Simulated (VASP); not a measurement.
Computed with revTPSS meta-GGA, VASP's PBE PAW potentials (set 64) (plane waves; VASP).

The input files of a VASP run:

**POSCAR**
```
NiSb
1
    1.9548608319    -3.3859184433     0.0000000000
    1.9548608319     3.3859184433     0.0000000000
    0.0000000000     0.0000000000     5.1051620191
Ni Sb
2 2
Direct
  0.0000000000   0.0000000000   0.5000000000
  0.0000000000   0.0000000000   0.0000000000
  0.3333330000   0.6666670000   0.2500000000
  0.6666670000   0.3333330000   0.7500000000
```

**INCAR**
```
! general
SYSTEM  = NiSb
PREC    = Accurate
ENCUT   = 520   ! plane-wave cut-off (eV)
LREAL   = .FALSE.
LASPH   = .TRUE.

! electronic loop
EDIFF   = 1E-6   ! SCF stop (eV)
NELM    = 100   ! most electronic steps
ALGO    = Normal   ! blocked Davidson
LMAXMIX = 4   ! l cut-off of mixed one-centre charges
LMIXTAU = .TRUE.

! smearing
ISMEAR  = 1   ! Methfessel-Paxton
SIGMA   = 0.1   ! width (eV)

! functional
METAGGA = RTPSS

! ions
IBRION  = 2
NSW     = 60   ! most ionic steps
ISIF    = 3
EDIFFG  = -0.02

! output
LWAVE   = .FALSE.
LCHARG  = .FALSE.
```

### KPOINTS
```
Automatic mesh
0
G
  8 8 6
```

POTCAR, in this order: Ni Sb (PBE.64 set). Program: vasp_std.

Output of the run:

**OUTCAR**
```
 ion  position               nearest neighbor table
   1  0.000  0.000  0.500-   2 2.55   2 2.55   4 2.59   3 2.59   4 2.59   3 2.59   4 2.59   3 2.59
  LATTYP: Found a hexagonal cell.
 ALAT       =     3.9097218030
 C/A-ratio  =     1.3057609406
 Subroutine PRICEL returns:
 Original cell was already a primitive cell.
 Subroutine GETGRP returns: Found 24 space group operations
The static configuration has the point symmetry D_3d.
 The point group associated with its full space group is D_6h.
The dynamic configuration has the point symmetry D_3d.
 Subroutine INISYM returns: Found 24 space group operations
 Subroutine IBZKPT returns following result:
 Found     40 irreducible k-points:

 Following reciprocal coordinates:
            Coordinates               Weight
  0.000000  0.000000  0.000000      1.000000
  0.125000  0.000000  0.000000      6.000000
  0.250000  0.000000  0.000000      6.000000
  0.375000  0.000000  0.000000      6.000000
  0.500000  0.000000  0.000000      3.000000
  0.125000  0.125000  0.000000      6.000000
  0.250000  0.125000  0.000000     12.000000
  0.375000  0.125000  0.000000     12.000000
  0.250000  0.250000  0.000000      6.000000
  0.375000  0.250000  0.000000      6.000000
  0.000000  0.000000  0.166667      2.000000
  0.125000  0.000000  0.166667     12.000000
  0.250000  0.000000  0.166667     12.000000
  0.375000  0.000000  0.166667     12.000000
  0.500000  0.000000  0.166667      6.000000
  0.125000  0.125000  0.166667     12.000000
  0.250000  0.125000  0.166667     24.000000
  0.375000  0.125000  0.166667     24.000000
  0.250000  0.250000  0.166667     12.000000
  0.375000  0.250000  0.166667     12.000000
  0.000000  0.000000  0.333333      2.000000
  0.125000  0.000000  0.333333     12.000000
  0.250000  0.000000  0.333333     12.000000
  0.375000  0.000000  0.333333     12.000000
  0.500000  0.000000  0.333333      6.000000
  0.125000  0.125000  0.333333     12.000000
  0.250000  0.125000  0.333333     24.000000
  0.375000  0.125000  0.333333     24.000000
  0.250000  0.250000  0.333333     12.000000
  0.375000  0.250000  0.333333     12.000000
  0.000000  0.000000  0.500000      1.000000
  0.125000  0.000000  0.500000      6.000000
  0.250000  0.000000  0.500000      6.000000
  0.375000  0.000000  0.500000      6.000000
  0.500000  0.000000  0.500000      3.000000
  0.125000  0.125000  0.500000      6.000000
  0.250000  0.125000  0.500000     12.000000
  0.375000  0.125000  0.500000     12.000000
  0.250000  0.250000  0.500000      6.000000
  0.375000  0.250000  0.500000      6.000000
   k-points           NKPTS =     40   k-points in BZ     NKDIM =     40   number of bands    NBANDS=     19
   number of dos      NEDOS =    301   number of ions     NIONS =      4
   total plane-waves  NPLWV =  36000
   dimension x,y,z NGX =    30 NGY =   30 NGZ =   40
   dimension x,y,z NGXF=    60 NGYF=   60 NGZF=   80
   ions per type =               2   2
   PREC   = accura    normal or accurate (medium, high low for compatibility)
   ISTART =      0    job   : 0-new  1-cont  2-samecut
   ICHARG =      2    charge: 1-file 2-atom 10-const
   ISPIN  =      1    spin polarized calculation?
   LNONCOLLINEAR =      F non collinear calculations
   LSORBIT =      F    spin-orbit coupling
   INIWAV =      1    electr: 0-lowe 1-rand  2-diag
   ENCUT  =  520.0 eV  38.22 Ry    6.18 a.u.   7.27  7.27  9.49*2*pi/ulx,y,z
   NELM   =    100;   NELMIN=  2; NELMDL= -5     # of ELM steps
   EDIFF  = 0.1E-05   stopping-criterion for ELM
   LREAL  =      F    real-space projection
   NLSPLINE    = F    spline interpolate recip. space projectors
...
```

OSZICAR:
```
       N       E                     dE             d eps       ncg     rms          rms(c)
DAV:   1     0.255245592759E+03    0.25525E+03   -0.14739E+04  1520   0.192E+03
DAV:   2     0.531775198129E+02   -0.20207E+03   -0.19667E+03  1544   0.386E+02
DAV:   3     0.393378980621E+02   -0.13840E+02   -0.13475E+02  1717   0.136E+02
DAV:   4     0.389455066878E+02   -0.39239E+00   -0.38854E+00  1809   0.210E+01
DAV:   5     0.389327923465E+02   -0.12714E-01   -0.12706E-01  1907   0.400E+00    0.114E+01
DAV:   6     0.264921984123E+02   -0.12441E+02   -0.26402E+01  1603   0.911E+01    0.787E+00
DAV:   7     0.242717121439E+02   -0.22205E+01   -0.78149E+00  1705   0.501E+01    0.630E+00
DAV:   8     0.244876623378E+02    0.21595E+00   -0.12957E+00  1879   0.204E+01    0.124E+00
DAV:   9     0.246680464615E+02    0.18038E+00   -0.26563E-01  2018   0.727E+00    0.692E-01
DAV:  10     0.244839401353E+02   -0.18411E+00   -0.61997E-02  1624   0.291E+00    0.192E-01
DAV:  11     0.244836978359E+02   -0.24230E-03   -0.32660E-03  1613   0.520E-01    0.105E-01
DAV:  12     0.244842906957E+02    0.59286E-03   -0.29300E-03  1556   0.656E-01    0.576E-02
DAV:  13     0.244827087939E+02   -0.15819E-02   -0.81280E-04  1587   0.372E-01    0.324E-02
DAV:  14     0.244825921236E+02   -0.11667E-03   -0.10167E-04  2143   0.152E-01    0.227E-02
DAV:  15     0.244826195067E+02    0.27383E-04   -0.46554E-05  1694   0.118E-01    0.149E-02
DAV:  16     0.244825958203E+02   -0.23686E-04   -0.13201E-05  1658   0.681E-02    0.465E-03
DAV:  17     0.244825976372E+02    0.18169E-05   -0.42008E-07   838   0.839E-03    0.284E-03
DAV:  18     0.244825972359E+02   -0.40134E-06   -0.47550E-08   787   0.276E-03
   1 F= 0.24482597E+02 E0= 0.24483025E+02  d E =0.244826E+02
       N       E                     dE             d eps       ncg     rms          rms(c)
DAV:   1     0.242413096952E+02   -0.24129E+00   -0.28346E+00  1634   0.282E+01    0.474E+00
DAV:   2     0.238332175055E+02   -0.40809E+00   -0.54340E+00  1648   0.451E+01    0.657E+00
DAV:   3     0.244791735562E+02    0.64596E+00   -0.23653E+00  1654   0.322E+01    0.824E-01
DAV:   4     0.244770826170E+02   -0.20909E-02   -0.11803E-01  1561   0.202E+00    0.618E-01
DAV:   5     0.244804986520E+02    0.34160E-02   -0.79568E-03  1892   0.167E+00    0.238E-01
DAV:   6     0.244806233708E+02    0.12472E-03   -0.67798E-04  2027   0.241E-01    0.161E-01
DAV:   7     0.244806935964E+02    0.70226E-04   -0.84240E-05  1983   0.115E-01    0.559E-02
DAV:   8     0.244807057596E+02    0.12163E-04   -0.27062E-04  1787   0.297E-01    0.172E-02
DAV:   9     0.244806922835E+02   -0.13476E-04   -0.54972E-05  1707   0.131E-01    0.127E-02
DAV:  10     0.244806975476E+02    0.52640E-05   -0.12990E-05  1622   0.710E-02    0.691E-03
DAV:  11     0.244806947619E+02   -0.27857E-05   -0.14999E-06   784   0.255E-02    0.255E-03
DAV:  12     0.244806954003E+02    0.63846E-06   -0.30901E-07   778   0.670E-03
   2 F= 0.24480695E+02 E0= 0.24481235E+02  d E =-.190184E-02
       N       E                     dE             d eps       ncg     rms          rms(c)
DAV:   1     0.244334411649E+02   -0.47254E-01   -0.53248E-01  1628   0.124E+01    0.202E+00
DAV:   2     0.243583196197E+02   -0.75122E-01   -0.10119E+00  1675   0.196E+01    0.289E+00
DAV:   3     0.244767354293E+02    0.11842E+00   -0.45731E-01  1664   0.133E+01    0.417E-01
DAV:   4     0.244778416282E+02    0.11062E-02   -0.14090E-02  1572   0.113E+00    0.122E-01
DAV:   5     0.244779698226E+02    0.12819E-03   -0.54142E-04  2205   0.368E-01    0.456E-02
DAV:   6     0.244780107083E+02    0.40886E-04   -0.21488E-04  2211   0.233E-01    0.325E-02
DAV:   7     0.244780125936E+02    0.18853E-05   -0.14806E-04  1869   0.217E-01    0.215E-02
DAV:   8     0.244780185248E+02    0.59312E-05   -0.84973E-06  1600   0.246E-02    0.248E-02
DAV:   9     0.244780076017E+02   -0.10923E-04   -0.50565E-06  1464   0.410E-02    0.217E-02
DAV:  10     0.244779944211E+02   -0.13181E-04   -0.68201E-06  1537   0.227E-02    0.143E-02
DAV:  11     0.244779966321E+02    0.22109E-05   -0.36226E-07   787   0.801E-03    0.128E-02
DAV:  12     0.244779972977E+02    0.66564E-06   -0.71406E-07   772   0.124E-02
   3 F= 0.24477997E+02 E0= 0.24478537E+02  d E =-.459994E-02
       N       E                     dE             d eps       ncg     rms          rms(c)
DAV:   1     0.244777905269E+02   -0.20611E-03   -0.25960E-03  1628   0.858E-01    0.142E-01
DAV:   2     0.244774062331E+02   -0.38429E-03   -0.48817E-03  1683   0.137E+00    0.200E-01
DAV:   3     0.244780031967E+02    0.59696E-03   -0.22049E-03  1683   0.947E-01    0.278E-02
DAV:   4     0.244780115865E+02    0.83898E-05   -0.75278E-05  1552   0.693E-02    0.968E-03
DAV:   5     0.244780132845E+02    0.16979E-05   -0.28826E-06  1252   0.294E-02    0.397E-03
DAV:   6     0.244780143254E+02    0.10410E-05   -0.16295E-06   833   0.190E-02    0.253E-03
DAV:   7     0.244780147780E+02    0.45261E-06   -0.12014E-06   760   0.219E-02
   4 F= 0.24478015E+02 E0= 0.24478551E+02  d E =-.458246E-02
       N       E                     dE             d eps       ncg     rms          rms(c)
DAV:   1     0.244779769762E+02   -0.37349E-04   -0.36002E-04  1628   0.321E-01    0.518E-02
DAV:   2     0.244779355622E+02   -0.41414E-04   -0.64908E-04  1667   0.502E-01    0.730E-02
DAV:   3     0.244780068910E+02    0.71329E-04   -0.29323E-04  1667   0.346E-01    0.996E-03
DAV:   4     0.244780060395E+02   -0.85153E-06   -0.99223E-06  1541   0.255E-02
   5 F= 0.24478006E+02 E0= 0.24478543E+02  d E =-.459120E-02
       N       E                     dE             d eps       ncg     rms          rms(c)
DAV:   1     0.244763390131E+02   -0.16679E-02   -0.39432E-02  1660   0.180E+00    0.265E-01
DAV:   2     0.244763893431E+02    0.50330E-04   -0.79984E-03  1747   0.174E+00    0.286E-01
DAV:   3     0.244773243020E+02    0.93496E-03   -0.45213E-03  1645   0.134E+00    0.113E-01
DAV:   4     0.244774793554E+02    0.15505E-03   -0.41905E-04  1946   0.267E-01    0.214E-02
DAV:   5     0.244774759243E+02   -0.34311E-05   -0.64632E-05  1627   0.112E-01    0.672E-03
DAV:   6     0.244774751806E+02   -0.74368E-06   -0.77091E-06  1565   0.296E-02
   6 F= 0.24477475E+02 E0= 0.24477987E+02  d E =-.530859E-03
       N       E                     dE             d eps       ncg     rms          rms(c)
DAV:   1     0.244770675595E+02   -0.40836E-03   -0.12176E-02  1660   0.999E-01    0.148E-01
DAV:   2     0.244770357528E+02   -0.31807E-04   -0.25712E-03  1736   0.990E-01    0.163E-01
DAV:   3     0.244773533481E+02    0.31760E-03   -0.14365E-03  1645   0.758E-01    0.623E-02
DAV:   4     0.244773998966E+02    0.46548E-04   -0.13785E-04  1916   0.141E-01    0.131E-02
DAV:   5     0.244773994652E+02   -0.43138E-06   -0.18498E-05  1722   0.665E-02    0.408E-03
DAV:   6     0.244773985123E+02   -0.95290E-06   -0.80219E-07   784   0.105E-02
   7 F= 0.24477399E+02 E0= 0.24477893E+02  d E =-.607527E-03
```

File OUTCAR:
```
------------------------ aborting loop because EDIFF is reached ----------------------------------------
  FORCE on cell =-STRESS in cart. coord.  units (eV):
  Direction    XX          YY          ZZ          XY          YZ          ZX
  --------------------------------------------------------------------------------------
  Total       -0.0334146     -0.0334146     -0.0325300      0.0000000      0.0000000      0.0000000
  in kB       -0.8014646     -0.8014647     -0.7802466      0.0000000      0.0000000      0.0000000
  external PRESSURE =      -0.7943920 kB  Pullay stress =       0.0000000 kB
  volume of cell :       66.80
      direct lattice vectors                 reciprocal lattice vectors
     1.952935124 -3.382583018  0.000000000     0.256024890 -0.147816032 -0.000000000
     1.952935124  3.382583018  0.000000000     0.256024890  0.147816032 -0.000000000
     0.000000000 -0.000000000  5.055880138    -0.000000000 -0.000000000  0.197789499
 POSITION                                       TOTAL-FORCE (eV/Angst)
 -----------------------------------------------------------------------------------
      0.00000     -0.00000      2.52794         0.000000     -0.000000      0.000000
      0.00000     -0.00000      0.00000         0.000000     -0.000000      0.000000
      1.95294      1.12753      1.26397        -0.000000     -0.000000     -0.000000
      1.95294     -1.12753      3.79191         0.000000      0.000000      0.000000
 -----------------------------------------------------------------------------------
    total drift:                               -0.000000      0.000000     -0.000000
  FREE ENERGIE OF THE ION-ELECTRON SYSTEM (eV)
  ---------------------------------------------------
  free  energy   TOTEN  =        24.4773985123 eV

  energy  without entropy=       24.4788829087  energy(sigma->0) =       24.47789331

 reached required accuracy - stopping structural energy minimisation
```
(Selected blocks of OUTCAR.)

### CONTCAR
```
NiSb
   1.00000000000000
     1.9529351236888945   -3.3825830183573751    0.0000000000000000
     1.9529351236888945    3.3825830183573751    0.0000000000000000
     0.0000000000000000   -0.0000000000000000    5.0558801377689244
  Ni              Sb
     2     2
Direct
     0.0000000000000000    0.0000000000000000    0.5000000000000000
     0.0000000000000000    0.0000000000000000    0.0000000000000000
     0.3333330000000032    0.6666669999999968    0.2500000000000000
     0.6666669999999968    0.3333330000000032    0.7500000000000000
```

The compound is NiSb in the NiAs type structure. This run relaxes it. Symmetry was kept, so distortions that lower it aren't found. The start is the result of an earlier pass. The run is not spin-polarised, so no magnetic state was tried.
